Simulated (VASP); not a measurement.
# Pressure and energy of MgB2 (P6/mmm) within 6% of its equilibrium volume, in LDA

The usual rule of thumb treats a crystal near equilibrium as a spring: pressure is proportional to the volume change, and energy to its square. I test it here on MgB2, scaled evenly from about 6% below to 6% above its equilibrium volume. The answer matters whenever a small error in volume has to be turned into a pressure, or the reverse. The calculations are static LDA runs. Volume change is measured from the minimum of the fitted energy curve, energy per atom from the lowest point of the series, and pressure is positive when the cell pushes outwards.

## How the numbers were made

A cell from a diffraction database, relaxed at this level and then scaled evenly, fractional positions kept. VASP 6.6.1, plane waves with PAW, LDA, cutoff 420 eV, k mesh 10×10×8, no spin polarisation, no spin-orbit coupling, static lattice. A Birch-Murnaghan fit to the energies has its minimum at 9.15 Å³ per atom.

Notes on method and selection:

- The pressure is that of a finite plane-wave basis, so it need not vanish exactly at the minimum of the energy.
- Only series whose fit has its minimum inside the range and an error under 0.5 meV per atom are shown.
- Where rows or columns differ in functional or spin-orbit coupling, non-spherical gradient terms in the PAW spheres (LASPH) may be on in some and off in others.
- Runs that did not converge, have known faults or may not be shown are not listed, and runs on Ansatz's PAW sets soft_1 and soft_2 are kept to separate tables.

Columns:

- volume change (%): volume relative to the fitted equilibrium volume.
- pressure (GPa): pressure from the stress tensor (positive: compressed).
- energy (meV/atom): energy per atom above the lowest point of the series.

Input lines of one member:

```
PREC = Accurate
ENCUT = 420
EDIFF = 1E-06
NELM = 100
ISMEAR = 0
SIGMA = 0.05
LREAL = .FALSE.
ALGO = Normal
GGA = CA
NBANDS = 10
LORBIT = 11
KPAR = 2
ISIF = 2
```

Command (options for logging and memory left out): `mpirun -np 2 vasp_std`

## Computed values

| member | volume change (%) | pressure (GPa) | energy (meV/atom) |
| --- | --- | --- | --- |
| 8.60 Å³ | −6.01 | 11.56 | 19.02 |
| 8.78 Å³ | −4.01 | 7.34 | 8.20 |
| 8.97 Å³ | −2.01 | 3.49 | 2.00 |
| 9.15 Å³ | −0.01 | −0.01 | 0.00 |
| 9.33 Å³ | 1.99 | −3.21 | 1.84 |
| 9.52 Å³ | 3.99 | −6.12 | 7.17 |
| 9.70 Å³ | 5.99 | −8.78 | 15.68 |

Least-squares fits to the whole series, with x = volume change (%); R² and errors in the fitted variable (y, or ln y where the fit is in ln y):

| y | members | fit | R² | rms residual | leave-one-out rms | the same for the mean of the others |
| --- | --- | --- | --- | --- | --- | --- |
| pressure (GPa) | 7 | y = −0.03071 − 1.689 x + 0.03899 x² | 1.00 | 0.028 | 0.075 | 7.9 |
| energy (meV/atom) | 7 | y = −0.01404 − 0.2089 x + 0.4821 x² | 1.00 | 0.33 | 0.89 | 7.9 |

## The trend and its physics

The pressure falls at every step, from 11.56 GPa in the smallest cell to −8.78 GPa in the largest, but the steps shrink. The first is worth (11.56 − 7.34) / 2.00 = 2.11 GPa per percent of volume, the last (8.78 − 6.12) / 2.00 = 1.33. The energy rises on both sides, and more steeply under compression. The spring therefore needs one correction.

I assume that the energy is smooth in the volume change x (in percent), that its minimum lies at x = 0, and that terms beyond the cubic can be dropped. With V₀ the equilibrium volume per atom,

E(x) = (V₀/100) · (b x²/2 − c x³/3).

Since V = V₀(1 + x/100), a change dx alters the volume by V₀ dx/100. The pressure is P = −dE/dV, so

P(x) = −b x + c x².

This holds along the path of fixed c/a, where P is the mean of the three normal stresses, even though, away from equilibrium, the in-plane stresses are larger in magnitude than the one along c.

Both parameters have a plain meaning. The bulk modulus is B = −V dP/dV = (100 + x)(b − 2c x), which is 100b at x = 0. Keeping the term linear in x and dividing by dP/dx = −b gives its pressure derivative, B′ = 200c/b − 1.

A perfectly straight pressure line, c = 0, would mean B′ = −1, a crystal that softens when squeezed. Ordinary solids stiffen, because the repulsion between overlapping electron shells and the kinetic energy of the confined electrons grow faster on compression than the attraction does. Hence c is positive, and the pressure lies above the straight line on both sides.

## Fixing and testing the model

I fix b and c on the pressures of 8.78 Å³ and 9.52 Å³, and keep the other members for the test. Dividing each pressure by −x gives

b + 4.01 c = 7.34 / 4.01 = 1.8304
b − 3.99 c = 6.12 / 3.99 = 1.5338

so c = (1.8304 − 1.5338) / 8.00 = 0.0371 GPa per percent squared, and b = 1.8304 − 4.01 × 0.0371 = 1.682 GPa per percent. This means B = 100 × 1.682 = 168 GPa and B′ = 200 × 0.0371 / 1.682 − 1 = 3.4.

The pressures of four other members follow, in GPa:

- 8.60 Å³: 1.682 × 6.01 + 0.0371 × 6.01² = 11.45; the table has 11.56.
- 8.97 Å³: 1.682 × 2.01 + 0.0371 × 2.01² = 3.53; the table has 3.49.
- 9.33 Å³: −1.682 × 1.99 + 0.0371 × 1.99² = −3.20; the table has −3.21.
- 9.70 Å³: −1.682 × 5.99 + 0.0371 × 5.99² = −8.74; the table has −8.78.

The energies are a stricter test, since they entered the model only through V₀, which sets the zero of x. One GPa·Å³ is 6.242 meV, so the prefactor V₀/100 is 9.15 × 6.242 / 100 = 0.5711. In meV per atom:

- 8.60 Å³: 0.5711 × (1.682 × 6.01² / 2 + 0.0371 × 6.01³ / 3) = 18.88; the table has 19.02.
- 9.70 Å³: 0.5711 × (1.682 × 5.99² / 2 − 0.0371 × 5.99³ / 3) = 15.72; the table has 15.68.

Two pressures and V₀ thus recover the energies at both ends of the series to within 0.14 meV per atom.

## Residuals

The bare spring fails first. Without c, the pressure at 8.60 Å³ would be 1.682 × 6.01 = 10.11 GPa, which is too low by 11.56 − 10.11 = 1.45 GPa. A parabola fails for the energy too: the printed quadratic fit puts its minimum at 0.2089 / (2 × 0.4821) = 0.22% instead of zero, because it has no cubic term to carry the asymmetry.

With c included, the largest miss in pressure is at 8.60 Å³, where the model is 0.11 GPa too low. At 9.70 Å³ it is 0.04 GPa too high. The part of these misses that changes sign with x, (0.11 + 0.04) / 2 = 0.08 GPa, is what a neglected cubic term in the pressure would give: the crystal stiffens a little faster on compression, and softens a little more slowly on expansion, than two parameters allow.

The remainder fits a small constant offset in the pressure. At 9.15 Å³ the model gives 1.682 × 0.01 = 0.02 GPa and the table −0.01, so the table lies slightly lower there. As the model is pinned to the table at 8.78 Å³ and 9.52 Å³, such an offset makes c a little too small, and this part of the miss changes sign towards the ends. A likely reason is that pressure and energy slope need not vanish together in a finite plane-wave basis, as the model assumes they do.

## What to take away

Within 6% of equilibrium, I can take 1.7 GPa per percent of volume for a quick estimate, and add the quadratic term beyond about 2%. Holding c/a fixed makes the crystal look somewhat stiffer than it would be under truly hydrostatic pressure at this level.

Two errors of the static LDA description outweigh the model's misses of about 0.1 GPa. LDA usually binds too strongly and makes the volume too small by a few percent, so at the real crystal's volume its pressure is too low by several GPa. Zero-point motion, strong for an element as light as boron, would add a positive pressure; leaving it out makes the static pressure too low as well, by a smaller amount.

[Logs are printed without paths, hosts, clocks, repeated set-up lines and the standing remarks that a program may print on its own settings, such as how far it seeks lower states.]
